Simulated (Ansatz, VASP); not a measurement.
# HfZrSi2: VASP beside Ansatz

One calculation is typed for both programs; each brings its own data sets and cutoff. How far apart do they land? The cell is invented: As first built, before any earlier steps moved the atoms (in the runner's words): it takes the ZrTiC2 structure with some of its atoms replaced by other elements, volume scaled by an estimate. It may not be a known or stable phase. The cell is taken from a series of VASP runs on this material, whose earlier steps may have relaxed, scaled or displaced it; both programs get it as it stands.

Method: plane waves, with VASP 6.6.1 beside it; zone-centre phonons at PBEsol, in Ansatz 0.2.0.

### Step 1. Set-up

It takes space group R-3m (No. 166, trigonal). Conventional cell: a = 3.776 Å, b = 3.776 Å, c = 18.279 Å, α = 90.00°, β = 90.00°, γ = 120.00°. Nearest to Hf lie 6 Si at 2.65 Å. Nearest to Zr lie 6 Si at 2.67 Å. Si has 3 Hf at 2.65 Å and 3 Zr at 2.67 Å nearest. As first built, before any earlier steps moved the atoms (in the runner's words): sites of the ZrTiC2 structure (space group 166) filled with other elements, volume scaled by an estimate. Farther neighbours are not listed.

### Step 2. VASP: zone-centre phonons, PBEsol

Second derivatives magnify differences that forces hide, and they need a tight electronic threshold.

Lines of VASP's logs that name or quote its potential files are left out, and so is its time.

File INCAR:

```
SYSTEM = HfZrSi2
PREC = Accurate
ENCUT = 400
EDIFF = 1E-08
NELM = 100
ISMEAR = 1
SIGMA = 0.2
LREAL = .FALSE.
ALGO = Normal
GGA = PS
NBANDS = 21
LORBIT = 11
LWAVE = .FALSE.
LCHARG = .FALSE.
KPAR = 2
IBRION = 8
ISIF = 2
```

File POSCAR:

```
HfZrSi2
1.0
    1.8878339069      1.0899414150      6.0931092601
   -1.8878339069      1.0899414150      6.0931092601
    0.0000000000     -2.1798828300      6.0931092601
Hf Zr Si
1 1 2
Direct
    0.0000000000      0.0000000000      0.0000000000
    0.5000000000      0.5000000000      0.5000000000
    0.7491233293      0.7491233293      0.7491233293
    0.2508766707      0.2508766707      0.2508766707
```

File KPOINTS:

```
Automatic mesh
0
Gamma
12 12 12
0 0 0
```

Potentials, in the order of the species: Hf_pv, Zr_sv and Si (PBE family, release 64).

Started as:

```bash
$ mpirun -np 2 vasp_std
```

Numbers of over 12 decimals in the logs are rounded to 6 here.

The program printed:

```text
[banner, memory and clock lines left out]
running    2 mpi-ranks, on    1 nodes
 distrk:  each k-point on    1 cores,    2 groups
 distr:  one band on    1 cores,    1 groups

 POSCAR found type information on POSCAR HfZrSi
 POSCAR found :  3 types and       4 ions
|                                                                             |
|               ----> ADVICE to this user running VASP <----                  |
|                                                                             |
|     You enforced a specific xc type in the INCAR file but a different       |
|     [... a line on the potential file left out ...]
|     I HOPE YOU KNOW WHAT YOU ARE DOING!                                     |
|                                                                             |

 LDA part: xc-table for (Slater+PW92), standard interpolation
 POSCAR, INCAR and KPOINTS ok, starting setup
 FFT: planning ... GRIDC
 FFT: planning ... GRID_SOFT
 FFT: planning ... GRID
 WAVECAR not read
 entering main loop
       N       E                     dE             d eps       ncg     rms          rms(c)
DAV:   1     0.133733548134E+03    0.13373E+03   -0.13162E+04  8034   0.109E+03
DAV:   2    -0.257175428021E+02   -0.15945E+03   -0.15378E+03  9766   0.292E+02
DAV:   3    -0.354585922903E+02   -0.97410E+01   -0.96227E+01 13727   0.509E+01
DAV:   4    -0.358388319689E+02   -0.38024E+00   -0.37927E+00 10530   0.906E+00
DAV:   5    -0.358506145068E+02   -0.11783E-01   -0.11781E-01 11897   0.136E+00    0.496E+01
DAV:   6    -0.338679305240E+02    0.19827E+01   -0.57024E+00  9376   0.119E+01    0.279E+01
DAV:   7    -0.338252054780E+02    0.42725E-01   -0.19587E+00 11689   0.626E+00    0.781E+00
DAV:   8    -0.337751949632E+02    0.50011E-01   -0.42753E-01 10274   0.296E+00    0.123E+00
DAV:   9    -0.337622247826E+02    0.12970E-01   -0.91578E-02 10630   0.165E+00    0.537E-01
DAV:  10    -0.337617590208E+02    0.46576E-03   -0.76751E-03  9712   0.481E-01    0.346E-01
DAV:  11    -0.337617749946E+02   -0.15974E-04   -0.24422E-04 11164   0.971E-02    0.196E-01
DAV:  12    -0.337617480572E+02    0.26937E-04   -0.24528E-04 10197   0.832E-02    0.338E-02
DAV:  13    -0.337617455916E+02    0.24656E-05   -0.14425E-05  9841   0.265E-02    0.653E-03
DAV:  14    -0.337617457093E+02   -0.11769E-06   -0.50709E-07 10692   0.471E-03    0.753E-03
DAV:  15    -0.337617456259E+02    0.83407E-07   -0.15331E-07  9977   0.176E-03    0.192E-03
DAV:  16    -0.337617455771E+02    0.48844E-07   -0.29567E-08  8273   0.102E-03    0.272E-04
DAV:  17    -0.337617455707E+02    0.63806E-08   -0.68034E-09  6094   0.510E-04
   1 F= -.33761746E+02 E0= -.33762287E+02  d E =0.162412E-02
 Linear response reoptimize wavefunctions to high precision
DAV:   1    -0.337617455735E+02   -0.28458E-08   -0.11909E-09  6403   0.253E-04
DAV:   2    -0.337617455736E+02   -0.32742E-10   -0.29834E-10  5404   0.101E-04
 Linear response DOF=           6
 Linear response progress:
  Degree of freedom:   1/  6
       N       E                     dE             d eps       ncg     rms          rms(c)
RMM:   1    -0.211808446414E+00   -0.21181E+00    0.51285E+00 22011   0.112E+01
RMM:   2    -0.218192000928E+00   -0.63836E-02   -0.46984E-02 31237   0.107E+00    0.504E-01
RMM:   3    -0.218031464107E+00    0.16054E-03   -0.46293E-03 40253   0.232E-01    0.225E-01
RMM:   4    -0.217828205254E+00    0.20326E-03   -0.66248E-04 47973   0.813E-02    0.176E-01
RMM:   5    -0.217559977016E+00    0.26823E-03   -0.14212E-04 45874   0.452E-02    0.349E-02
RMM:   6    -0.217492935411E+00    0.67042E-04   -0.38943E-05 50012   0.205E-02    0.114E-02
RMM:   7    -0.217480784305E+00    0.12151E-04   -0.16583E-05 49624   0.110E-02    0.262E-03
RMM:   8    -0.217480891503E+00   -0.10720E-06    0.10946E-06 52412   0.664E-03    0.137E-03
RMM:   9    -0.217479212482E+00    0.16790E-05    0.72239E-06 52600   0.446E-03    0.426E-04
RMM:  10    -0.217478448972E+00    0.76351E-06    0.58237E-06 52684   0.310E-03    0.517E-04
RMM:  11    -0.217478236536E+00    0.21244E-06    0.42010E-06 52625   0.218E-03    0.130E-04
RMM:  12    -0.217478011565E+00    0.22497E-06    0.29923E-06 53008   0.158E-03    0.961E-05
RMM:  13    -0.217477680134E+00    0.33143E-06    0.21622E-06 52019   0.116E-03    0.765E-05
RMM:  14    -0.217476997079E+00    0.68305E-06    0.15645E-06 49405   0.875E-04    0.880E-05
RMM:  15    -0.217477339446E+00   -0.34237E-06    0.10845E-06 50001   0.652E-04    0.451E-05
RMM:  16    -0.217477243915E+00    0.95531E-07    0.83493E-07 51954   0.489E-04    0.286E-05
RMM:  17    -0.217477223775E+00    0.20141E-07    0.55166E-07 52812   0.373E-04    0.317E-05
RMM:  18    -0.217477229264E+00   -0.54897E-08    0.40398E-07 51378   0.287E-04    0.367E-05
RMM:  19    -0.217477141237E+00    0.88027E-07    0.27163E-07 48413   0.230E-04    0.239E-05
[...]
RMM:  16    -0.243187046609E+00   -0.10252E-06    0.41750E-06 20624   0.462E-04    0.332E-05
RMM:  17    -0.243186978677E+00    0.67932E-07    0.30767E-06 20776   0.355E-04    0.333E-05
RMM:  18    -0.243186753793E+00    0.22488E-06    0.22257E-06 19532   0.282E-04    0.170E-05
RMM:  19    -0.243186786855E+00   -0.33063E-07    0.16002E-06 20080   0.222E-04    0.133E-05
RMM:  20    -0.243186739569E+00    0.47287E-07    0.11901E-06 20245   0.180E-04    0.720E-06
[...]
RMM:  17    -0.671197682105E+00   -0.10475E-06    0.53375E-06 53893   0.192E-03    0.249E-04
RMM:  18    -0.671197835013E+00   -0.15291E-06    0.51349E-06 52129   0.169E-03    0.277E-04
RMM:  19    -0.671197814944E+00    0.20068E-07    0.49239E-06 50368   0.150E-03    0.304E-04
RMM:  20    -0.671197888218E+00   -0.73274E-07    0.46934E-06 50342   0.134E-03    0.327E-04
RMM:  21    -0.671198167727E+00   -0.27951E-06    0.44577E-06 46180   0.121E-03    0.341E-04
RMM:  22    -0.671198245739E+00   -0.78012E-07    0.42113E-06 49557   0.108E-03    0.356E-04
 first order change of Fermi-energy   0.17052E-04
 force on displaced ion       2 direction 1 : -10.671   0.000   0.000
 Linear response progress:
  Degree of freedom:   4/  6
       N       E                     dE             d eps       ncg     rms          rms(c)
RMM:   1    -0.800864666764E+00   -0.80086E+00    0.36925E+00  8870   0.139E+01
RMM:   2    -0.741321701498E+00    0.59543E-01   -0.29261E-01 13198   0.277E+00    0.218E-01
RMM:   3    -0.744413580004E+00   -0.30919E-02   -0.48390E-02 14968   0.831E-01    0.108E-01
RMM:   4    -0.747232180987E+00   -0.28186E-02   -0.89439E-03 18295   0.255E-01    0.726E-02
RMM:   5    -0.747315595464E+00   -0.83414E-04   -0.40295E-04 19363   0.750E-02    0.385E-02
RMM:   6    -0.747218589587E+00    0.97006E-04   -0.13087E-04 19229   0.450E-02    0.848E-03
RMM:   7    -0.747211385524E+00    0.72041E-05   -0.43033E-05 18949   0.234E-02    0.326E-03
RMM:   8    -0.747234508635E+00   -0.23123E-04   -0.22961E-05 20617   0.127E-02    0.246E-03
RMM:   9    -0.747245683720E+00   -0.11175E-04   -0.79974E-06 19936   0.753E-03    0.696E-04
RMM:  10    -0.747256532601E+00   -0.10849E-04   -0.59187E-06 20741   0.487E-03    0.428E-04
RMM:  11    -0.747256112292E+00    0.42031E-06   -0.35932E-06 20431   0.321E-03    0.157E-04
RMM:  12    -0.747257358332E+00   -0.12460E-05   -0.33372E-06 21277   0.232E-03    0.552E-05
RMM:  13    -0.747258168653E+00   -0.81032E-06   -0.25154E-06 21256   0.172E-03    0.455E-05
RMM:  14    -0.747259748725E+00   -0.15801E-05   -0.21662E-06 20408   0.137E-03    0.219E-05
RMM:  15    -0.747260572774E+00   -0.82405E-06   -0.13992E-06 21112   0.109E-03    0.972E-06
RMM:  16    -0.747260913524E+00   -0.34075E-06   -0.10406E-06 20903   0.888E-04    0.168E-05
RMM:  17    -0.747261044874E+00   -0.13135E-06   -0.69814E-07 21211   0.737E-04    0.272E-05
RMM:  18    -0.747260575607E+00    0.46927E-06   -0.53032E-07 18503   0.636E-04    0.510E-05
RMM:  19    -0.747260525033E+00    0.50574E-07   -0.36391E-07 20710   0.536E-04    0.647E-05
RMM:  20    -0.747260597243E+00   -0.72210E-07   -0.26769E-07 20008   0.461E-04    0.717E-05
RMM:  21    -0.747260588697E+00    0.85458E-08   -0.21322E-07 19852   0.400E-04    0.805E-05
RMM:  22    -0.747260580984E+00    0.77128E-08   -0.17061E-07 19017   0.351E-04    0.878E-05
RMM:  23    -0.747260583275E+00   -0.22904E-08   -0.14121E-07 17373   0.310E-04    0.938E-05
RMM:  24    -0.747260768094E+00   -0.18482E-06   -0.12751E-07 18041   0.281E-04    0.924E-05
 first order change of Fermi-energy   0.67535E-05
 force on displaced ion       2 direction 3 :   0.000   0.000 -13.617
 Linear response progress:
  Degree of freedom:   5/  6
       N       E                     dE             d eps       ncg     rms          rms(c)
RMM:   1    -0.216248729540E-01   -0.21625E-01   -0.71663E-03 85358   0.866E-01
RMM:   2    -0.185264813909E-01    0.30984E-02   -0.28637E-03 74600   0.224E-01    0.243E-01
RMM:   3    -0.187272634021E-01   -0.20078E-03   -0.50475E-04 75355   0.969E-02    0.150E-01
RMM:   4    -0.191260644297E-01   -0.39880E-03   -0.29551E-04 74000   0.749E-02    0.129E-02
RMM:   5    -0.190363436036E-01    0.89721E-04   -0.65273E-05 84559   0.288E-02    0.130E-02
RMM:   6    -0.190500876433E-01   -0.13744E-04   -0.15104E-05 91162   0.114E-02    0.291E-03
RMM:   7    -0.190561963499E-01   -0.61087E-05   -0.18783E-06 90327   0.500E-03    0.122E-03
RMM:   8    -0.190549047027E-01    0.12916E-05   -0.13489E-06 92225   0.220E-03    0.747E-04
RMM:   9    -0.190565145801E-01   -0.16099E-05   -0.13532E-06 91860   0.111E-03    0.982E-05
RMM:  10    -0.190563533595E-01    0.16122E-06   -0.38503E-07 94479   0.559E-04    0.619E-05
RMM:  11    -0.190564892296E-01   -0.13587E-06   -0.44753E-07 95393   0.287E-04    0.333E-05
RMM:  12    -0.190565238178E-01   -0.34588E-07   -0.11139E-07 94910   0.166E-04    0.557E-05
RMM:  13    -0.190564309427E-01    0.92875E-07   -0.13112E-07 94280   0.100E-04    0.175E-05
RMM:  14    -0.190564484029E-01   -0.17460E-07   -0.65070E-08 97519   0.596E-05    0.121E-05
RMM:  15    -0.190564617291E-01   -0.13326E-07   -0.36100E-08 97095   0.374E-05    0.476E-06
RMM:  16    -0.190564652155E-01   -0.34863E-08   -0.21143E-08 94957   0.255E-05    0.528E-06
 first order change of Fermi-energy  -0.13292E-04
 force on displaced ion       3 direction 1 : -11.007  -0.000   0.000
 Linear response progress:
  Degree of freedom:   6/  6
       N       E                     dE             d eps       ncg     rms          rms(c)
RMM:   1    -0.303736296666E-01   -0.30374E-01   -0.46366E-03 18410   0.906E-01
RMM:   2    -0.263055848056E-01    0.40680E-02   -0.35509E-03 16017   0.252E-01    0.476E-01
RMM:   3    -0.260460641172E-01    0.25952E-03   -0.22482E-03 15558   0.172E-01    0.179E-01
RMM:   4    -0.260221928988E-01    0.23871E-04   -0.24393E-04 14920   0.734E-02    0.123E-01
RMM:   5    -0.261542520191E-01   -0.13206E-03   -0.73662E-05 17860   0.354E-02    0.207E-02
RMM:   6    -0.261534306610E-01    0.82136E-06   -0.15783E-05 18339   0.149E-02    0.662E-03
RMM:   7    -0.261477936445E-01    0.56370E-05   -0.36072E-06 19329   0.738E-03    0.230E-03
RMM:   8    -0.261492322490E-01   -0.14386E-05   -0.23877E-06 19485   0.311E-03    0.101E-03
RMM:   9    -0.261489660941E-01    0.26615E-06   -0.11310E-06 19745   0.133E-03    0.435E-04
RMM:  10    -0.261498087496E-01   -0.84266E-06   -0.17316E-06 19222   0.738E-04    0.151E-04
RMM:  11    -0.261496555858E-01    0.15316E-06   -0.27094E-08 19514   0.356E-04    0.522E-05
RMM:  12    -0.261496872091E-01   -0.31623E-07   -0.49488E-07 20269   0.186E-04    0.237E-05
RMM:  13    -0.261496481284E-01    0.39081E-07   -0.85773E-08 20968   0.106E-04    0.112E-05
RMM:  14    -0.261496372667E-01    0.10862E-07   -0.16639E-07 20775   0.638E-05    0.121E-05
RMM:  15    -0.261496399497E-01   -0.26830E-08   -0.26619E-08 20556   0.376E-05    0.118E-05
 first order change of Fermi-energy   0.14150E-01
 force on displaced ion       3 direction 3 :   0.000  -0.000 -11.714
 Linear response finished
```

[end of part 1 of 2]

[Lines on the potential files, build, host, timing and source positions are cut from VASP's logs without a mark.]

[Logs are printed without paths, hosts, clocks, repeated set-up lines and the standing remarks that a program may print on its own settings, such as how far it seeks lower states.]

[Hosts, paths, dates, database ids (printed as entryN), source tags and the programs' standing remarks are cut or masked in the printed files.]
